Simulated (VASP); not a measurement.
Wanted: the native input for a VASP 6.6.1 run.

- Task: electron localisation function
- Functional: PBE
- Potentials or basis: VASP PAW PBE potentials, release 64 (Si, Cl, H)
- Cutoff: 520 eV
- k mesh: 1 × 1 × 1
- Occupations: gaussian, width 0.01 eV
- Spin: no spin polarisation
- Further INCAR settings: ALGO = Normal; EDIFF = 1e-06

The structure of SiClH3 lies in POSCAR:

```
SiH3Cl
1.0
   12.0000000000      0.0000000000      0.0000000000
    0.0000000000     12.0000000000      0.0000000000
    0.0000000000      0.0000000000     12.0000000000
Si Cl H
1 1 3
Direct
    0.4547750000      0.4653958300      0.5100833300
    0.6173000000      0.4210541700      0.5401500000
    0.3848666700      0.4231541700      0.6025833300
    0.4195500000      0.4150375000      0.4030833300
    0.4482083300      0.5884625000      0.5039333300
```

The input as run:

INCAR

```
SYSTEM = SiH3Cl
PREC = Accurate
ENCUT = 520
EDIFF = 1E-6
ISMEAR = 0
SIGMA = 0.01
LREAL = .False.
LASPH = .True.
NELM = 80
ALGO = Normal
ISIF = 2
LWAVE = .False.
LCHARG = .True.
GGA = PE
LELF = .True.
```

KPOINTS

```
Automatic mesh
0
Gamma
  1 1 1
  0 0 0
```

Potentials or basis: VASP PAW PBE potentials, release 64 (Si, Cl, H).

Launch:

```console
$ cat potpaw_PBE.64/Si/POTCAR potpaw_PBE.64/Cl/POTCAR potpaw_PBE.64/H/POTCAR > POTCAR
$ mpirun -np 1 vasp_gam > vasp.out
```

It gave:

* Largest force: 0.204 eV/Å
* Gap between the frontier levels: 6.51 eV

Run time: 120 s on 1 thread of AMD EPYC 7R13 Processor (Zen 3), with other jobs on the host, peak memory 1.2 GiB.
